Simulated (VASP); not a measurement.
Consider the following.

```
CELL_PARAMETERS angstrom
      4.70558     0.00000     0.00000
      0.00000     4.70558     0.00000
      0.00000     0.00000     4.70558
ATOMIC_POSITIONS crystal
  Ag 0.75000 0.25000 0.75000
  Ag 0.25000 0.75000 0.75000
  Ag 0.75000 0.75000 0.25000
  Ag 0.25000 0.25000 0.25000
  O  0.00000 0.00000 0.00000
  O  0.50000 0.50000 0.50000
```

Computed with PBEsol GGA, VASP's PBE PAW potentials (set 64) (plane waves; VASP). Run with 520 eV cut-off, 7×7×7 Γ-centred mesh, tetrahedra with Blöchl corrections, potentials Ag O.

The cores are frozen, which limits the accuracy of field gradients.

### Question
Give the principal components of the electric field gradient (V/Å²) and the asymmetry η at each nucleus.

### Answer

| atom | Vxx | Vyy | Vzz | η |
|---|---|---|---|---|
| Ag1 | 92.1 | 92.1 | -184.3 | 0.00 |
| Ag2 | 92.1 | 92.1 | -184.3 | 0.00 |
| Ag3 | 92.1 | 92.1 | -184.3 | 0.00 |
| Ag4 | 92.1 | 92.1 | -184.3 | 0.00 |
| O5 | 0.0 | 0.0 | 0.0 | - |
| O6 | 0.0 | 0.0 | 0.0 | - |

The compound is Ag2O in the cuprite structure. It was relaxed first.
